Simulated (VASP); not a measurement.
Given:

```
CELL_PARAMETERS angstrom
      2.99000     0.00000     0.00000
      0.00000     2.99000     0.00000
      0.00000     0.00000     2.99000
ATOMIC_POSITIONS crystal
  Ti 0.00000 0.00000 0.00000
  Co 0.50000 0.50000 0.50000
```

Method: AM05 GGA, VASP's PBE PAW potentials (set 64) (plane waves; VASP). Run with 520 eV cut-off, 11×11×11 Γ-centred mesh, first-order Methfessel-Paxton smearing of 0.10 eV, potentials Ti_sv Co.

Energy and stress use the plane-wave basis of the starting cell.

### Question
The ions, cell shape and volume are relaxed. Give the cell that the relaxation ends in.

### Answer

```
CELL_PARAMETERS angstrom
      2.93008     0.00000     0.00000
      0.00000     2.93008     0.00000
      0.00000     0.00000     2.93008
ATOMIC_POSITIONS crystal
  Ti 0.00000 0.00000 0.00000
  Co 0.50000 0.50000 0.50000
```
Space group Pm-3m (221), at a tolerance of 0.03 Å.

### Question
How do energy and volume change from the first to the last step?

### Answer
The energy (σ→0) changes by -27.5 meV/atom and the volume by -5.9 %, in 3 ionic steps.

The compound is TiCo in the CsCl type structure. This run relaxes it. Symmetry was kept, so distortions that lower it aren't found. The run is not spin-polarised, so no magnetic state was tried. The electron count is odd and the run is not spin-polarised, which forces a metal.
